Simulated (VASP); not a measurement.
## Bi (a7): computed properties

These are PBE GGA, VASP's PBE PAW potentials (set 64) (plane waves; VASP 6.6.1) values and carry that method's errors.

```json
{
 "space_group": "R-3m (166)",
 "cell": "a = b = 4.5865 Å, c = 12.0586 Å, α = β = 90.00°, γ = 120.00°",
 "volume_per_atom": "36.61 Å^3/atom",
 "band gap (over mesh and band path)": "none (metal, semimetal or under 0.01 eV)",
 "band_gap_with_spin_orbit_coupling": "none (metallic)",
 "density": "9.48 g/cm³"
}
```

```xyz
2
Lattice="4.2320 -2.2933 0.0109 4.2320 2.2933 0.0109 2.9796 0.0000 3.7803" Properties=species:S:1:pos:R:3 pbc="T T T"
Bi     2.6790     0.0000     0.8901
Bi     8.7645     0.0000     2.9120
```

Unless said otherwise, spin-orbit coupling is left out, though it shifts the bands of the heavy elements here.

The compound is Bi in the a7 structure. It was relaxed first. Symmetry was kept, so distortions that lower it aren't found.
